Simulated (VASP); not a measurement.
## SiC (4h): computed properties

Level of theory: r2SCAN meta-GGA, VASP's PBE PAW potentials (set 64) (plane waves; VASP).

```
Property                                                                                              Value
---------------------------------------------  ------------------------------------------------------------
space group                                                                                    P6_3mc (186)
cell                                           a = b = 3.0768 Å, c = 10.0736 Å, α = β = 90.00°, γ = 120.00°
volume per atom                                                                               10.32 Å³/atom
band gap (over mesh and band path)                                                                  2.61 eV
smallest direct gap (over mesh and band path)                                                       3.79 eV
band-edge character                                                                        indirect, Γ to M
density                                                                                          3.22 g/cm³
mean ε∞ (independent particles)                                                                        6.59
```

```cif
data_C4Si4
_chemical_formula_sum 'Si4 C4'
_space_group_name_H-M_alt 'P63mc'
_space_group_IT_number 186
_space_group_name_Hall 'P 6c -2c'
_cell_length_a 3.07682
_cell_length_b 3.07682
_cell_length_c 10.07355
_cell_angle_alpha 90.000
_cell_angle_beta 90.000
_cell_angle_gamma 120.000
loop_
_atom_site_label
_atom_site_type_symbol
_atom_site_symmetry_multiplicity
_atom_site_Wyckoff_symbol
_atom_site_fract_x
_atom_site_fract_y
_atom_site_fract_z
_atom_site_occupancy
Si1 Si 2 a 0.00000 0.00000 0.00030 1
Si2 Si 2 b 0.33333 0.66667 0.25025 1
C1 C 2 a 0.00000 0.00000 0.31286 1
C2 C 2 b 0.33333 0.66667 0.06223 1
```

Measured: gap 3.26 eV (computed value off by -0.65 eV), as given by Daiki Deguchi et al., Japanese Journal of Applied Physics (2016), arXiv:1512.06930.

The compound is SiC in the 4h structure. It was relaxed first. Symmetry was kept, so distortions that lower it aren't found.
